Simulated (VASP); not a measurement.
Input:

```yaml
crystal:
  lattice:
    - [-1.59607, 1.59607, 1.59607]
    - [1.59607, -1.59607, 1.59607]
    - [1.59607, 1.59607, -1.59607]
  atoms:
    - { symbol: W, position: [0.00000, 0.00000, 0.00000] }
```

Computed with PW91 GGA, VASP's PBE PAW potentials (set 64) (plane waves; VASP). Run with 520 eV cut-off, Gaussian smearing of 0.050 eV, potentials W_sv.

Question: Give the energies of bands 5 to 10 at the high-symmetry points, in eV from the Fermi level.

Answer: 
| band | Γ | H | N | P |
|---|---|---|---|---|
| 5 | -9.44 | -5.66 | -6.12 | -2.91 |
| 6 | -1.25 | -5.66 | -3.50 | -2.91 |
| 7 | -1.25 | 4.93 | 0.67 | -2.91 |
| 8 | -1.25 | 4.93 | 2.03 | 3.13 |
| 9 | 2.15 | 4.93 | 2.97 | 3.13 |
| 10 | 2.15 | 8.09 | 5.88 | 6.40 |

It has no gap at this level: it comes out as a metal or semimetal.

The compound is W in the bcc structure. It was relaxed first.
